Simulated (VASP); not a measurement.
Runs of VASP 6.6.1 on Sn. The structure is cubic, space group Fd-3m (No. 227). Conventional cell: a = 6.539 Å, b = 6.539 Å, c = 6.539 Å, α = 90.00°, β = 90.00°, γ = 90.00°. Sn (site symmetry -43m) has 4 Sn at 2.83 Å as nearest neighbours. This isn't the form of Sn at room conditions, which is tetragonal (white tin).

```tsv
level	k mesh	cutoff (eV)	smearing	gap on the mesh (eV)	pressure (GPa)
PBEsol	12 × 12 × 12	520	gaussian 0.5 eV	none	0.1
PBEsol	18 × 18 × 18	520	gaussian 0.1 eV	none	-0.1
r2SCAN	12 × 12 × 12	520	gaussian 0.1 eV	none	(a)
PBEsol	12 × 12 × 12	900	gaussian 0.1 eV	none	0.0
PBEsol	12 × 12 × 12	700	gaussian 0.1 eV	none	0.0
```

Alike in all rows: task single point; potentials or basis VASP PAW PBE potentials, release 64 (Sn_d); no spin polarisation; cell as given.

Task: Fill in the values left out.

Result: (a) 0.5.

Caveats: the PAW data sets were made with another functional, which shifts forces and pressure a little.

A k mesh can miss the band edges, and the runs leave out spin-orbit coupling on Sn.

A gap of «none» marks a metal or a gap under the smearing width.
